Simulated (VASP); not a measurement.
Fe:

```
Fe
1.0
    -1.39252    1.39252    1.39252
     1.39252   -1.39252    1.39252
     1.39252    1.39252   -1.39252
Fe
1
Cartesian
  0.0000 0.0000 0.0000
```

Base run:

* Program: VASP 6.6.1
* Functional: PBEsol
* Potentials or basis: VASP PAW PBE potentials, release 64 (Fe)
* Cutoff: 700 eV
* k mesh: 20 × 20 × 20
* Occupations: gaussian, width 0.1 eV
* Spin: collinear spin, ferromagnetic start
* Starting moments: [3.0] μB

Its results: band gap on the k mesh none (metal or under the smearing width); pressure 0.1 GPa; net moment 2.09 μB per cell; site moments Fe +2.07 μB.

**Question.** The run is repeated on the same cell with these changes: functional from PBEsol to r2SCAN; cutoff from 700 eV to 520 eV. What comes out?

**Answer.** Band gap on the k mesh none (metal or under the smearing width); pressure 17.6 GPa; net moment 2.54 μB per cell; site moments Fe +2.57 μB.

Caveats: the PAW data sets were made with another functional, which shifts forces and pressure a little (some runs); so large a pressure means that the cell lies far from this level's equilibrium, or that cutoff or potentials fall short (some runs); the potentials were made for another functional, which shifts forces and pressure (some runs).

Not every run made on this cell is shown here.
